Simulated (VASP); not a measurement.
# BeZn2Se3 (P1) in VASP: relaxation of cell and atoms with PBE

Aim: the relaxation of cell and atoms of BeZn2Se3 with PBE.

Everything below comes from runs of VASP 6.6.1. Logs are shortened: lines on timing, memory, paths and dates and some standing lists are left out, and cuts for length are marked.

### Step 1. Starting point

The typed cell holds 12 atoms: a = 6.865 Å, b = 6.750 Å, c = 13.297 Å, α = 146.27°, β = 62.66°, γ = 129.33°.

The cell was built by a generator and needn't be a form met in nature.

### Step 2. Relaxation of cell and atoms, PBE

INCAR

```
SYSTEM = BeZn2Se3
PREC = Normal
ENCUT = 520
EDIFF = 1E-5
ISMEAR = 0
SIGMA = 0.05
LREAL = Auto
LASPH = .True.
NELM = 80
ALGO = Fast
ISIF = 3
LWAVE = .False.
LCHARG = .False.
GGA = PE
IBRION = 2
NSW = 110
EDIFFG = -0.03
ISYM = 0
KPAR = 8
```

KPOINTS

```
Automatic mesh
0
Gamma
  5 5 5
  0 0 0
```

POSCAR

```
BeZn2Se3
1.0
   -2.0533725200      5.8327891800      2.9818176700
    2.0327290800     -5.7744035100      2.8444529100
    3.7109657300     11.4170860500     -5.7178304800
Be Zn Se
2 4 6
Direct
    0.0232640100      0.0267665200      0.0040130000
    0.0097133600      0.0077622300      0.5002041600
    0.3315952200      0.9935511000      0.1694743600
    0.3489247500      0.0186630900      0.6705744000
    0.6524011700      0.0030502000      0.3386885000
    0.6699764000      0.0037564600      0.8282593200
    0.7744317300      0.2921316400      0.2608413400
    0.7670820100      0.2725559400      0.7455798700
    0.0760373900      0.2133650400      0.4141549900
    0.0782949400      0.2327534500      0.9227507000
    0.3823892500      0.2356240900      0.0834703700
    0.3765078600      0.2356871700      0.5858973700
```

Potentials or basis: VASP PAW PBE potentials, release 64 (Be, Zn, Se).

On the command line:

```bash
> cat potpaw_PBE.64/Be/POTCAR potpaw_PBE.64/Zn/POTCAR potpaw_PBE.64/Se/POTCAR > POTCAR
> mpirun -np 8 vasp_std > vasp.out
```

OUTCAR:

```text
SYSTEM = BeZn2Se3
   PREC = Normal
   ENCUT = 520
   EDIFF = 1E-5
   ISMEAR = 0
   LREAL = Auto
   LASPH = .True.
   NELM = 80
   ISIF = 3
   GGA = PE
   IBRION = 2
   NSW = 110
   EDIFFG = -0.03
   ISYM = 0

 ion  position               nearest neighbor table
   1  0.023  0.027  0.004-  11 2.17  10 2.17   8 2.43   7 2.48
   2  0.010  0.008  0.500-   9 2.19  12 2.19   7 2.31   8 2.39
   3  0.332  0.994  0.169-   9 2.43  10 2.46  11 2.47   7 2.52
   4  0.349  0.019  0.671-  12 2.38   8 2.39  10 2.53   9 2.61
   5  0.652  0.003  0.339-   7 2.46  11 2.48  12 2.51   9 2.56
   6  0.670  0.004  0.828-   8 2.46  12 2.50  10 2.52  11 2.61
   7  0.774  0.292  0.261-   2 2.31   5 2.46   1 2.48   3 2.52
   8  0.767  0.273  0.746-   2 2.39   4 2.39   1 2.43   6 2.46
   9  0.076  0.213  0.414-   2 2.19   3 2.43   5 2.56   4 2.61
  10  0.078  0.233  0.923-   1 2.17   3 2.46   6 2.52   4 2.53
  11  0.382  0.236  0.083-   1 2.17   3 2.47   5 2.48   6 2.61
  12  0.377  0.236  0.586-   2 2.19   4 2.38   6 2.50   5 2.51

IMPORTANT INFORMATION: All symmetrisations will be switched off!
NOSYMM: (Re-)initialisation of all symmetry stuff for point group C_1.

----------------------------------------------------------------------------------------

                                     Primitive cell

  volume of cell :     261.3478

  direct lattice vectors                    reciprocal lattice vectors
    -2.053372520  5.832789180  2.981817670     0.002072705  0.084861889  0.170793316
     2.032729080 -5.774403510  2.844452910     0.257873110  0.002584345  0.172524171
     3.710965730 11.417086050 -5.717830480     0.129365211  0.045540652  0.000001995

  length of vectors
     6.865056805  6.750306346 13.297169094     0.190725439  0.310273765  0.137147033

  position of ions in fractional coordinates (direct lattice)
     0.023264010  0.026766520  0.004013000
     0.009713360  0.007762230  0.500204160
     0.331595220  0.993551100  0.169474360
     0.348924750  0.018663090  0.670574400
     0.652401170  0.003050200  0.338688500
     0.669976400  0.003756460  0.828259320
     0.774431730  0.292131640  0.260841340
     0.767082010  0.272555940  0.745579870
     0.076037390  0.213365040  0.414154990
     0.078294940  0.232753450  0.922750700
     0.382389250  0.235624090  0.083470370
     0.376507860  0.235687170  0.585897370

  ion indices of the primitive-cell ions
   primitive index   ion index
                 1           1
                 2           2
                 3           3
                 4           4
                 5           5
                 6           6
                 7           7
                 8           8
                 9           9
                10          10
                11          11
                12          12

----------------------------------------------------------------------------------------

 KPOINTS: Automatic mesh

Automatic generation of k-mesh.
 Grid dimensions read from file:
 generate k-points for:    5    5    5

 Generating k-lattice:

  Cartesian coordinates                     Fractional coordinates (reciprocal lattice)
     0.000414541  0.016972378  0.034158663     0.200000000 -0.000000000  0.000000000
     0.051574622  0.000516869  0.034504834     0.000000000  0.200000000  0.000000000
     0.025873042  0.009108130  0.000000399    -0.000000000  0.000000000  0.200000000

  Length of vectors
     0.038145088  0.062054753  0.027429407

  Shift w.r.t. Gamma in fractional coordinates (k-lattice)
     0.000000000  0.000000000  0.000000000

 Subroutine IBZKPT returns following result:
 ===========================================

 Found     63 irreducible k-points:

 Following reciprocal coordinates:
            Coordinates               Weight
  0.000000  0.000000  0.000000      1.000000
  0.200000 -0.000000  0.000000      2.000000
  0.400000  0.000000  0.000000      2.000000
 -0.000000  0.200000  0.000000      2.000000
  0.200000  0.200000  0.000000      2.000000
  0.400000  0.200000  0.000000      2.000000
[... 16 lines left out ...]
 -0.200000  0.200000  0.200000      2.000000
 -0.000000  0.400000  0.200000      2.000000
 [... further k-points ...]
   k-points           NKPTS =     63   k-points in BZ     NKDIM =     63   number of bands    NBANDS=     52
   number of dos      NEDOS =    301   number of ions     NIONS =     12
   total plane-waves  NPLWV = 128000
   dimension x,y,z NGX =    40 NGY =   40 NGZ =   80
   dimension x,y,z NGXF=    80 NGYF=   80 NGZF=  160
   ions per type =               2   4   6
   NGX,Y,Z   is equivalent  to a cutoff of   9.69,  9.85, 10.00 a.u.
   NGXF,Y,Z  is equivalent  to a cutoff of  19.37, 19.70, 20.00 a.u.
 SYSTEM =  BeZn2Se3
   PREC   = normal    normal or accurate (medium, high low for compatibility)
   ISTART =      0    job   : 0-new  1-cont  2-samecut
   ICHARG =      2    charge: 1-file 2-atom 10-const
   ISPIN  =      1    spin polarized calculation?
   LNONCOLLINEAR =      F non collinear calculations
   LSORBIT =      F    spin-orbit coupling
   LASPH  =      T    aspherical Exc in radial PAW
   ENCUT  =  520.0 eV  38.22 Ry    6.18 a.u.  12.76 12.55 24.72*2*pi/ulx,y,z
   NELM   =     80;   NELMIN=  2; NELMDL= -5     # of ELM steps
   EDIFF  = 0.1E-04   stopping-criterion for ELM
   LREAL  =      T    real-space projection
   EDIFFG = -.3E-01   stopping-criterion for IOM
   NSW    =    110    number of steps for IOM
   IBRION =      2    ionic relax: 0-MD 1-quasi-New 2-CG
   NFREE  =      1    steps in history (QN), initial steepest desc. (CG)
   ISIF   =      3    stress and relaxation
   ISYM   =      0    0-nonsym 1-usesym 2-fastsym
   POTIM  = 0.5000    time-step for ionic-motion
   TEBEG  =    0.0;   TEEND  =   0.0 temperature during run
   PSTRESS=    0.0 pullay stress
   NELECT =      88.0000    total number of electrons
   NUPDOWN=      -1.0000    fix difference up-down
   EMIN   =  10.00;   EMAX   =-10.00  energy-range for DOS
   EFERMI =   0.00;   METHOD = LEGACY
   ISMEAR =     0;   SIGMA  =   0.05  broadening in eV -4-tet -1-fermi 0-gaus
   EFERMI_NEDOS =   21; number of points for ismear=-14 and -15
   IALGO  =     68    algorithm
   IMIX   =      4    mixing-type and parameters
     AMIX     =   0.40;   BMIX     =  1.00
     AMIX_MAG =   1.60;   BMIX_MAG =  1.00
  volume/ion in A,a.u.               =      21.78       146.97
  Fermi-wavevector in a.u.,A,eV,Ry     =   1.138928  2.152261 17.648879  1.297156
  Thomas-Fermi vector in A             =   2.275632
   LORBIT       =      0    0 simple, 1 ext, 2 COOP (PROOUT), +10 PAW based schemes
   GGA     = PE    functional components
   LHFCALC =     F    Hartree Fock is set to
   AEXX    =    0.0000 exact exchange contribution
   IVDW    =     0    specifies the selected vdW correction
   LEPSILON=     F    determine dielectric tensor
   LRPA    =     F    only Hartree local field effects (RPA)
 conjugate gradient relaxation of ions
 non-spin polarized calculation
 RMM-DIIS sequential band-by-band and
 Gauss-broadening in eV      SIGMA  =   0.05
  energy-cutoff  :      520.00
  volume of cell :      261.35
 maximum number of plane-waves:      7064
   NGX = 25   NGY = 25   NGZ = 49

--------------------------------------- Ionic step        1  -------------------------------------------

 number of electron      88.0000019 magnetization

 Free energy of the ion-electron system (eV)
  ---------------------------------------------------
  ext. energy  EPLUGINS =         0.00000000
  ---------------------------------------------------
  free energy    TOTEN  =       -41.24423507 eV

  energy without entropy =      -41.24423507  energy(sigma->0) =      -41.24423507

------------------------ aborting loop because EDIFF is reached ----------------------------------------

  FORCE on cell =-STRESS in cart. coord.  units (eV):
  Direction    XX          YY          ZZ          XY          YZ          ZX
  --------------------------------------------------------------------------------------
  -------------------------------------------------------------------------------------
  Total       -1.7685193      2.9026547     -4.1180298      0.8774279     -1.6055450      0.3451673
  in kB      -10.8418042     17.7945542    -25.2453402      5.3790202     -9.8426994      2.1160277
  external PRESSURE =      -6.0975301 kB  Pullay stress =       0.0000000 kB
[... 119 lines left out ...]
  FREE ENERGIE OF THE ION-ELECTRON SYSTEM (eV)
  ---------------------------------------------------
  free  energy   TOTEN  =       -41.5754439701 eV

  energy  without entropy=      -41.5754439701  energy(sigma->0) =      -41.57544397

[... ionic steps 4 to 13 ...]

--------------------------------------- Ionic step       14  -------------------------------------------

 number of electron      88.0000034 magnetization

------------------------ aborting loop because EDIFF is reached ----------------------------------------

  FORCE on cell =-STRESS in cart. coord.  units (eV):
  Direction    XX          YY          ZZ          XY          YZ          ZX
  --------------------------------------------------------------------------------------
  -------------------------------------------------------------------------------------
  Total       -0.0236347      0.0588570      0.1270955     -0.1002688     -0.0122201     -0.0003603
  in kB       -0.1478071      0.3680815      0.7948330     -0.6270638     -0.0764224     -0.0022531
  external PRESSURE =       0.3383691 kB  Pullay stress =       0.0000000 kB
[... 77 lines left out ...]
  energy  without entropy=      -41.6480245966  energy(sigma->0) =      -41.64802460

--------------------------------------- Ionic step       16  -------------------------------------------

 number of electron      88.0000027 magnetization

 Free energy of the ion-electron system (eV)
  ---------------------------------------------------
  ext. energy  EPLUGINS =         0.00000000
  ---------------------------------------------------
  free energy    TOTEN  =       -41.64813919 eV

  energy without entropy =      -41.64813919  energy(sigma->0) =      -41.64813919

 E-fermi :   2.1592     XC(G=0):  -9.2523

 val. band max:        1.9349302839   @ k =   0.0000   0.0000   0.0000
 cond. band min:       3.7737076731   @ k =   0.0000   0.0000   0.0000
 fundamental gap:      1.8387773892
 Fermi energy:         2.1591869074

 k-point     1 :       0.0000    0.0000    0.0000
  band No.  band energies     occupation
      1     -11.3725      2.00000
      2     -10.4604      2.00000
      3     -10.3909      2.00000
      4     -10.2730      2.00000
      5     -10.1810      2.00000
      6     -10.1623      2.00000
[... 1309 lines left out ...]
     51       6.9522      0.00000
     52       7.3008      0.00000

 [... further k-points ...]

------------------------ aborting loop because EDIFF is reached ----------------------------------------

  FORCE on cell =-STRESS in cart. coord.  units (eV):
  Direction    XX          YY          ZZ          XY          YZ          ZX
  --------------------------------------------------------------------------------------
  -------------------------------------------------------------------------------------
  Total       -0.2042771     -0.1234423     -0.1477472     -0.0255340     -0.1087519      0.0945914
  in kB       -1.2739183     -0.7698139     -0.9213850     -0.1592361     -0.6782015      0.5898933
  external PRESSURE =      -0.9883724 kB  Pullay stress =       0.0000000 kB
[... 27 lines left out ...]
  FREE ENERGIE OF THE ION-ELECTRON SYSTEM (eV)
  ---------------------------------------------------
  free  energy   TOTEN  =       -41.6481391875 eV

  energy  without entropy=      -41.6481391875  energy(sigma->0) =      -41.64813919

 reached required accuracy - stopping structural energy minimisation
```

Run time: 26 min. Hardware: 8 MPI ranks of Intel Xeon Platinum 8488C (Sapphire Rapids), shared host; peak memory 0.81 GiB.

What came out:

```yaml
Free_energy: -41.6481 eV
Relaxed_volume: 21.41 Å³/atom
Relaxed_cell: a = 6.797 Å, b = 6.791 Å, c = 13.588 Å, α = 146.49°, β = 60.26°, γ = 131.49°
Space_group_after_relaxing_to_0.05_Å: Imm2 (No. 44)
Energy_gained_by_relaxing: 33.7 meV/atom
Ionic_steps: 16
Pressure_after_relaxing: -0.1 GPa
Largest_force_after_relaxing: 0.025 eV/Å
Band_gap_on_the_k_mesh: 1.84 eV
```

Forces in eV/Å, atoms in the order of the input:
```
Be   0.007  0.016  0.006
Be   0.001  0.005 -0.004
Zn   0.017  0.012 -0.014
Zn   0.011  0.011  0.010
Zn   0.007  0.002 -0.009
Zn  -0.005  0.001 -0.007
Se  -0.006 -0.006 -0.001
Se  -0.005 -0.016 -0.002
Se  -0.002  0.005  0.003
Se  -0.009 -0.007  0.014
Se  -0.014 -0.019  0.002
Se   0.000 -0.003  0.003
```

The path:
| step | energy change (eV) | largest force (eV/Å) | pressure (GPa) | volume (Å³) |
| --- | --- | --- | --- | --- |
| 1 | 0.0000 | 0.9966 | -0.61 | 261.35 |
| 2 | -0.2782 | 0.4740 | -0.30 | 258.16 |
| 3 | -0.3312 | 0.3487 | 0.18 | 255.92 |
| 4 | -0.3820 | 0.2136 | 0.06 | 256.20 |
| 5 | -0.3875 | 0.1877 | 0.07 | 256.31 |
| 6 | -0.3961 | 0.0950 | -0.11 | 256.76 |
| 7 | -0.3980 | 0.1030 | -0.18 | 257.08 |
| 8 | -0.4005 | 0.0747 | 0.06 | 255.97 |
| 9 | -0.4005 | 0.0753 | 0.21 | 255.61 |
| 10 | -0.4023 | 0.0460 | 0.10 | 255.98 |
| 11 | -0.4027 | 0.0459 | 0.13 | 256.17 |
| 12 | -0.4024 | 0.0769 | -0.03 | 256.54 |
| 13 | -0.4027 | 0.0510 | -0.04 | 256.28 |
| 14 | -0.4037 | 0.0309 | 0.03 | 256.19 |
| 15 | -0.4038 | 0.0301 | 0.14 | 256.16 |
| 16 | -0.4039 | 0.0250 | -0.10 | 256.91 |

Final structure:
```xyz
12
Lattice="-1.9571 5.8782 2.7948 1.9541 -5.8761 2.7867 3.9235 11.7526 -5.5774" Properties=species:S:1:pos:R:3 pbc="T T T"
Be    0.0143    0.0009    0.0055
Be    1.9783    5.8773   -2.7784
Zn    0.0094    3.9631    0.0040
Zn    1.9738    9.8365   -2.7929
Zn    0.0212    7.7946    0.0023
Zn    1.9860   13.6709   -2.7857
Se    0.0186    5.8807    1.5763
Se    1.9796   11.7554   -1.2146
Se    1.9699    4.0368   -1.4990
Se    3.9357    9.9156   -4.2904
Se    0.0186    1.8429    1.2904
Se    1.9801    7.7185   -1.4965
```
